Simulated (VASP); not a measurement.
Method: revPBE GGA, VASP's PBE PAW potentials (set 64) (plane waves; VASP 6.6.1).

A VASP calculation is set up with these files.

### POSCAR
```
Sr
1
   -0.0000000000     3.0587352470     3.0587352470
    3.0587352470     0.0000000000     3.0587352470
    3.0587352470     3.0587352470     0.0000000000
Sr
1
Direct
  0.0000000000   0.0000000000   0.0000000000
```

### KPOINTS
```
Regular mesh
0
Gamma
  7 7 7
0 0 0
```

**INCAR**
```
ALGO = Normal
EDIFF = 1E-6
EDIFFG = -0.01
ENCUT = 520
GGA = RE
IBRION = 2
ISIF = 3
ISMEAR = 0
LASPH = .True.
LCHARG = .False.
LMAXMIX = 4
LREAL = .False.
LWAVE = .False.
NELM = 100
NSW = 60
PREC = Accurate
SIGMA = 0.05
SYSTEM = Sr
```

POTCAR, in this order: Sr_sv (PBE.64 set). Program: vasp_std.

Q: What will the output report for the number of irreducible k-points (NKPTS), largest plane-wave count, number of space-group operations, FFT grid (NGX, NGY, NGZ)?

A: 
```json
{
  "number of irreducible k-points (NKPTS)": "20",
  "largest_plane_wave_count": "1553",
  "number_of_space_group_operations": "48",
  "FFT grid (NGX, NGY, NGZ)": "32 × 32 × 32"
}
```

The compound is Sr in the fcc structure. This run relaxes it. Symmetry was kept, so distortions that lower it aren't found. The start is the result of an earlier pass.
